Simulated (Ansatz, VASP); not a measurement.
# Cross-check of SnTeS (1T-SnSTe monolayer) between VASP and Ansatz, part 2 of 2

Aim: how closely do two programs agree when they are given the same cell, functional and k mesh? Of the first pair: The structure shown is the start of the Ansatz relaxation below; VASP solves that cell, so the two are compared at the walk's first step.

VASP 6.6.1 and Ansatz 0.2.0.

So far: Starting point; Ansatz: relaxation, RPBE with D3(BJ); VASP: single point, RPBE with D3(BJ), start cell, pair 1.

**4. Differences**

Known differences besides the potentials themselves: Ansatz cuts the interaction across the vacuum, VASP repeats the sheet with a dipole correction; the data sets hold 36 valence electrons in Ansatz (on its default PAW (the set named soft_2) files) and 26 in VASP; the cutoff is 420 eV in Ansatz and 400 eV in VASP; Ansatz makes its cores anew for this functional, VASP keeps those of its PBE data sets. Total energies have different zeros and are not compared.

Forces (eV/Å; atoms numbered as in POSCAR):

| atom | Ansatz x, y, z | VASP x, y, z |
| --- | --- | --- |
| Te1 | 0.000, 0.000, -3.636 | 0.000, 0.000, -3.649 |
| Sn2 | 0.000, 0.000, -1.250 | 0.000, 0.000, -1.213 |
| S3 | 0.000, 0.000, 4.886 | 0.000, 0.000, 4.863 |

The forces differ by 15 meV/Å r.m.s., which is 0.7 % of the r.m.s. force of 2.066 eV/Å (both taken over all components). With vacuum in the cell, a pressure given here is an average over mostly empty space and none of the material.

**5. Ansatz: relaxation, RPBE with D3(BJ)**

This run makes the geometry at which the two programs are then compared.

The structure compared here is the end of the Ansatz relaxation.

The input, input.yaml:

```yaml
crystal:
  lattice:
    - [3.7422765, 0.0, 0.0]
    - [-1.87113825, 3.240906517, 0.0]
    - [0.0, 0.0, 20.4305228475]
  atoms:
    - { symbol: Te, position: [0.6666666667, 0.3333333333, 0.4405173606] }
    - { symbol: Sn, position: [0.0, 0.0, 0.5157036722] }
    - { symbol: S, position: [0.3333333333, 0.6666666667, 0.5594826394] }
  periodic: [true, true, false]
kpoints:
  mp_grid: { grid: [12, 12, 1] }
hamiltonian:
  xc: rpbe
  dispersion: d3bj
scf:
  occupations: { method: fermi_dirac, width: 0.05 }
  convergence: { dr2_threshold: 1.0e-09 }
relax:
  f_tol: 0.004
  max_steps: 90
  cell: {}
output:
  write_potential: true
  write_density: true
  volumetric_format: npy
```

The run is started by

```bash
$ ansatz run input.yaml --threads 2 --pin off --max-ram 3072MiB --backend cpu --events-out ev --progress --plain --runs-dir out
```

Numbers of over 12 decimals in the logs are rounded to 6 here.

The program printed:

```text
[...]
Crystal: 3 atoms, lattice volume = 347.612 Å³
Basis set: ecut = 420 eV, 6827 PW (Γ), exchange–correlation on 54×54×384 points (8 copies of the dense FFT grid, shifted against one another)
Bands: 22, of which v1, the nominal top of the filled ones, is band 18 counted from 1 (17 counted from 0)
Symmetry: 6 space group operations
[...]
the weakly bound empty levels are not read free of the cell's end (no_gap_told)
--- Relaxed structure (8 steps of the walk, 8 accepted, 1 SCFs on fresh bases) ---
[...]
cell:  # Å, volume = 318.3626 Å³
    - [3.581374, 0, 0]
    - [-1.790687, 3.101561, 0]
    - [0, 0, 28.661046]
  atoms:
    - { symbol: Te, position: [0.666667, 0.333333, 0.298521] }
    - { symbol: Sn, position: [0, 0, 0.365443] }
    - { symbol: S, position: [0.333333, 0.666667, 0.416478] }
[key lines of the parts left out:]
SCF converged after 4 iterations
Free energy (F): -13932.291362 eV
Fermi energy:    -4.423714 eV
P = ½ c Tr σ = -0.0281 N/m
```

**6. VASP: single point, RPBE with D3(BJ), relaxed cell, pair 2**

The same cell, functional, mesh and smearing now go to VASP, with its own data sets.

The input, INCAR:

```
SYSTEM = SnTeS
PREC = Accurate
ENCUT = 400
EDIFF = 1E-06
NELM = 120
ISMEAR = -1
SIGMA = 0.05
LREAL = .FALSE.
ALGO = Normal
GGA = RP
IVDW = 12
NBANDS = 19
LORBIT = 11
LWAVE = .FALSE.
LCHARG = .FALSE.
ISIF = 2
LDIPOL = .TRUE.
IDIPOL = 3
DIPOL = 0.5 0.5 0.36
LVHAR = .TRUE.
LASPH = .TRUE.
GGA_COMPAT = .FALSE.
NELMDL = -8
```

The input, POSCAR:

```
SnTeS
1.0
    3.5813739929      0.0000000000      0.0000000000
   -1.7906869964      3.1015608583      0.0000000000
    0.0000000000      0.0000000000     28.6610456932
Te Sn S
1 1 1
Direct
    0.6666666667      0.3333333333      0.2985213546
    0.0000000000      1.0000000000      0.3654431566
    0.3333333334      0.6666666666      0.4164782206
```

The input, KPOINTS:

```
Automatic mesh
0
Gamma
12 12 1
0 0 0
```

PAW data sets: Te, Sn_d and S (PBE family, release 64).

The run is started by

```bash
$ mpirun -np 1 vasp_std
```

The program printed:

```text
[banner, memory and clock lines left out]
running    1 mpi-ranks, on    1 nodes
[...]
[... a notice as in an earlier step ...]

 LDA part: xc-table for (Slater+PW92), standard interpolation
 POSCAR, INCAR and KPOINTS ok, starting setup
[...]
entering main loop
       N       E                     dE             d eps       ncg     rms          rms(c)
DAV:   1     0.165365385847E+03    0.16537E+03   -0.96758E+03   874   0.874E+02
DAV:   2     0.691787021043E+01   -0.15845E+03   -0.15407E+03   950   0.213E+02
DAV:   3    -0.982132566500E+01   -0.16739E+02   -0.16638E+02   951   0.830E+01
DAV:   4    -0.103041342453E+02   -0.48281E+00   -0.48100E+00  1102   0.163E+01
[...]
DAV:  24    -0.999891740217E+01   -0.55738E-05   -0.11961E-07   814   0.166E-03    0.237E-03
DAV:  25    -0.999892270452E+01   -0.53024E-05   -0.11342E-07   737   0.112E-03    0.730E-04
DAV:  26    -0.999892284207E+01   -0.13755E-06   -0.16375E-08   793   0.586E-04
   1 F= -.15266540E+02 E0= -.15261495E+02  d E =-.100904E-01
```

OUTCAR, selected parts (step 6):

```text
 Edisp (eV)   -5.26762

  Total      -0.06949    -0.06949    -0.01600    -0.00000     0.00000     0.00000
  in kB      -0.34973    -0.34973    -0.08051    -0.00000     0.00000     0.00000
  external pressure =       -0.26 kB  Pullay stress =        0.00 kB

 POSITION                                       TOTAL-FORCE (eV/Angst)
 -----------------------------------------------------------------------------------
      1.79069      1.03385      8.55593        -0.000000      0.000000     -0.012609
      0.00000      0.00000     10.47398         0.000000      0.000000      0.018965
      0.00000      2.06771     11.93670         0.000000     -0.000000     -0.006357
 -----------------------------------------------------------------------------------
    total drift:                               -0.000000     -0.000000     -0.000109

  FREE ENERGIE OF THE ION-ELECTRON SYSTEM (eV)
  ---------------------------------------------------
  free  energy   TOTEN  =       -15.2665402016 eV

  energy  without entropy=      -15.2564498377  energy(sigma->0) =      -15.26149502

[... 1 part as in an earlier step ...]

[... 2 further parts left out ...]
[key lines of the parts left out:]
E-fermi :  -1.6169
```

**7. Side by side**

What differs besides the data sets and the points named for the pairs above, as far as they apply: the data sets hold 36 valence electrons in Ansatz (on its default PAW (the set named soft_2) files) and 26 in VASP. Total energies have different zeros and are not compared.

At this near-relaxed geometry the largest component of a force difference is 19 meV/Å. With vacuum in the cell, a pressure given here is an average over mostly empty space and none of the material.

**8. Results**

```yaml
r_m_s_force_difference_single_point_rpbe_with_d3_bj_start_cell_pair_1: 0.73 % of the r.m.s. force
r_m_s_force_difference_single_point_rpbe_with_d3_bj_relaxed_cell_pair_2: 8.1 meV/Å
```

The r.m.s. force difference is 8.1 meV/Å (single point, RPBE with D3(BJ), relaxed cell, pair 2), within the 12 meV/Å picked in this series as the mark of a large difference. The data sets hold unlike numbers of valence electrons (36 in Ansatz and 26 in VASP), so part of the differences comes from the potentials. Such differences can come from data sets, numerical settings and the points named under the comparisons, not from the functional's error against experiment.

[Lines on the potential files, build, host, timing and source positions are cut from VASP's logs without a mark.]

[Logs are printed without paths, hosts, clocks, repeated set-up lines and the standing remarks that a program may print on its own settings, such as how far it seeks lower states.]

[Hosts, paths, dates, database ids (printed as entryN), source tags and the programs' standing remarks are cut or masked in the printed files.]
